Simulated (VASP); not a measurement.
OSZICAR of a VASP run on CoGa (CsCl type):

### OSZICAR
```
       N       E                     dE             d eps       ncg     rms          rms(c)
DAV:   1     0.884088618224E+02    0.88409E+02   -0.92733E+03  1768   0.222E+03
DAV:   2    -0.711185171947E+01   -0.95521E+02   -0.93606E+02  1736   0.323E+02
DAV:   3    -0.113955653714E+02   -0.42837E+01   -0.42698E+01  1974   0.752E+01
DAV:   4    -0.114562171694E+02   -0.60652E-01   -0.60643E-01  2249   0.831E+00
DAV:   5    -0.114574414803E+02   -0.12243E-02   -0.12243E-02  2141   0.100E+00    0.958E+00
RMM:   6    -0.125592751236E+02   -0.11018E+01   -0.13027E+01  1908   0.400E+01    0.119E+01
RMM:   7    -0.105079720906E+02    0.20513E+01   -0.39578E+00  1898   0.246E+01    0.185E+00
RMM:   8    -0.104791210124E+02    0.28851E-01   -0.14346E-01  2039   0.432E+00    0.533E-01
RMM:   9    -0.104760195752E+02    0.31014E-02   -0.27722E-02  2217   0.161E+00    0.161E-01
RMM:  10    -0.104764260996E+02   -0.40652E-03   -0.46083E-03  2372   0.637E-01    0.874E-02
RMM:  11    -0.104764950200E+02   -0.68920E-04   -0.72319E-04  2580   0.262E-01    0.225E-02
RMM:  12    -0.104765072617E+02   -0.12242E-04   -0.18012E-04  2688   0.116E-01    0.105E-02
RMM:  13    -0.104765130238E+02   -0.57621E-05   -0.53224E-05  2499   0.559E-02    0.906E-03
RMM:  14    -0.104765157270E+02   -0.27032E-05   -0.17819E-05  2165   0.324E-02    0.253E-02
RMM:  15    -0.104765152795E+02    0.44753E-06   -0.98616E-06  2040   0.303E-02
   1 F= -.10476515E+02 E0= -.10476822E+02  d E =0.919249E-03
```

Question: Which electronic solver shows in the log?

Answer: It is blocked Davidson (ALGO = Normal, or the opening steps of other solvers) and then RMM-DIIS (ALGO = Fast or VeryFast). The INCAR had ALGO = Fast.

Question: How was spin treated?

Answer: Without spin polarisation: there is no mag entry.

Question: Can the final energy be trusted as converged?

Answer: The run converged. It stopped with EDIFF = 1E-6, NELM = 100 (PBE GGA, plane waves, VASP's PBE PAW potentials (set 64)).

The compound is CoGa in the CsCl type structure. The cell was not relaxed at this level. The run is one of a series of settings (ALGO = Fast against the base run), some of them coarse on purpose. The run is not spin-polarised, so no magnetic state was tried.
